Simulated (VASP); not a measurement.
Output of a VASP run:

**OSZICAR**
```
       N       E                     dE             d eps       ncg     rms          rms(c)
DAV:   1     0.381531181868E+03    0.38153E+03   -0.17512E+04  2000   0.151E+03
DAV:   2     0.100891806707E+02   -0.37144E+03   -0.35692E+03  2114   0.429E+02
DAV:   3    -0.312512465246E+02   -0.41340E+02   -0.39378E+02  3186   0.125E+02
DAV:   4    -0.336965115727E+02   -0.24453E+01   -0.24245E+01  2736   0.289E+01
DAV:   5    -0.338091441238E+02   -0.11263E+00   -0.11245E+00  2894   0.545E+00    0.226E+01
DAV:   6    -0.320056781201E+02    0.18035E+01   -0.19691E+01  2914   0.336E+01    0.148E+01
DAV:   7    -0.315698833436E+02    0.43579E+00   -0.27105E+01  2830   0.356E+01    0.111E+01
DAV:   8    -0.308122929686E+02    0.75759E+00   -0.12787E+00  2656   0.981E+00    0.534E+00
DAV:   9    -0.306140354819E+02    0.19826E+00   -0.76608E-01  3082   0.575E+00    0.191E+00
DAV:  10    -0.306447200514E+02   -0.30685E-01   -0.15061E-01  3130   0.218E+00    0.171E+00
DAV:  11    -0.306186719997E+02    0.26048E-01   -0.78180E-02  2838   0.215E+00    0.422E-01
DAV:  12    -0.306191420272E+02   -0.47003E-03   -0.17297E-03  2582   0.299E-01    0.362E-01
DAV:  13    -0.306179513348E+02    0.11907E-02   -0.29901E-03  3014   0.376E-01    0.979E-02
DAV:  14    -0.306178679718E+02    0.83363E-04   -0.55183E-04  3174   0.147E-01    0.145E-02
DAV:  15    -0.306178697339E+02   -0.17621E-05   -0.13845E-05  2356   0.349E-02    0.343E-03
DAV:  16    -0.306178702636E+02   -0.52967E-06   -0.90399E-07  1866   0.585E-03
   1 F= -.30617870E+02 E0= -.30617350E+02  d E =-.104005E-02  mag=    -0.0000     0.0000    -0.0000
       N       E                     dE             ncg
       N       E                     dE             ncg
       N       E                     dE             ncg
```

**OUTCAR**
```
------------------------ aborting loop because EDIFF is reached ----------------------------------------
  FORCE on cell =-STRESS in cart. coord.  units (eV):
  Direction    XX          YY          ZZ          XY          YZ          ZX
  --------------------------------------------------------------------------------------
  Total       -0.0204817     -0.0204817     -0.0204817      0.0000000     -0.0000000      0.0000000
  in kB       -0.5343629     -0.5343629     -0.5343629      0.0000000     -0.0000000      0.0000000
  external PRESSURE =      -0.5343629 kB  Pullay stress =       0.0000000 kB
  volume of cell :       61.41
      direct lattice vectors                 reciprocal lattice vectors
     3.945300047  0.000000000  0.000000000     0.253466147  0.000000000  0.000000000
     0.000000000  3.945300047  0.000000000     0.000000000  0.253466147  0.000000000
     0.000000000  0.000000000  3.945300047     0.000000000  0.000000000  0.253466147
 POSITION                                       TOTAL-FORCE (eV/Angst)
 -----------------------------------------------------------------------------------
      0.00000      0.00000      0.00000         0.000000      0.000000      0.000000
      0.00000      1.97265      1.97265         0.000000      0.000000      0.000000
      1.97265      0.00000      1.97265         0.000000      0.000000      0.000000
      1.97265      1.97265      0.00000         0.000000      0.000000      0.000000
 -----------------------------------------------------------------------------------
    total drift:                                0.000000      0.000000      0.000000
  FREE ENERGIE OF THE ION-ELECTRON SYSTEM (eV)
  ---------------------------------------------------
  free  energy   TOTEN  =       -30.6178702636 eV

  energy  without entropy=      -30.6168302142  energy(sigma->0) =      -30.61735024

 Ion:    1  E_soc:     -0.0132107

 Ion:    2  E_soc:     -0.7156994

 Ion:    3  E_soc:     -0.7156994

 Ion:    4  E_soc:     -0.7156994
```
(Selected blocks of OUTCAR.)

### POSCAR
```
Pt3Ti
1
    3.9453000466     0.0000000000     0.0000000000
    0.0000000000     3.9453000466     0.0000000000
    0.0000000000     0.0000000000     3.9453000466
Ti Pt
1 3
Direct
  0.0000000000   0.0000000000   0.0000000000
  0.0000000000   0.5000000000   0.5000000000
  0.5000000000   0.0000000000   0.5000000000
  0.5000000000   0.5000000000   0.0000000000
```

Task: Reconstruct the remaining input files.

Result: One answer among several that fit: the input of the run itself, PBE GGA with spin-orbit coupling, plane waves, VASP's PBE PAW potentials (set 64).

### INCAR
```
# general
SYSTEM    =Pt3Ti
PREC      =Accurate
ENCUT     =400
LREAL     =.FALSE.
LASPH     =.TRUE.

# electronic loop
EDIFF     =1E-6
NELM      =100
ALGO      =Normal
LMAXMIX   =6

# smearing
ISMEAR    =0
SIGMA     =0.05

# functional
GGA       =PE
GGA_COMPAT=.FALSE.

# spin
MAGMOM    =12*0
LSORBIT   =.TRUE.

# output
LWAVE     =.FALSE.
LCHARG    =.FALSE.
```

KPOINTS_OPT:
```
k-points along high-symmetry lines
8
Line-mode
Reciprocal
  0.000000   0.000000   0.000000 ! GAMMA
  0.000000   0.500000   0.000000 ! X

  0.000000   0.500000   0.000000 ! X
  0.500000   0.500000   0.000000 ! M

  0.500000   0.500000   0.000000 ! M
  0.000000   0.000000   0.000000 ! GAMMA

  0.000000   0.000000   0.000000 ! GAMMA
  0.500000   0.500000   0.500000 ! R

  0.500000   0.500000   0.500000 ! R
  0.000000   0.500000   0.000000 ! X

  0.500000   0.500000   0.500000 ! R
  0.500000   0.500000   0.000000 ! M
```

**KPOINTS**
```
Automatic mesh
0
Gamma
7 7 7
0 0 0
```

POTCAR, in this order: Ti_sv Pt (PBE.64 set). Program: vasp_ncl.

The compound is Pt3Ti in the L1_2 structure. It was relaxed first.
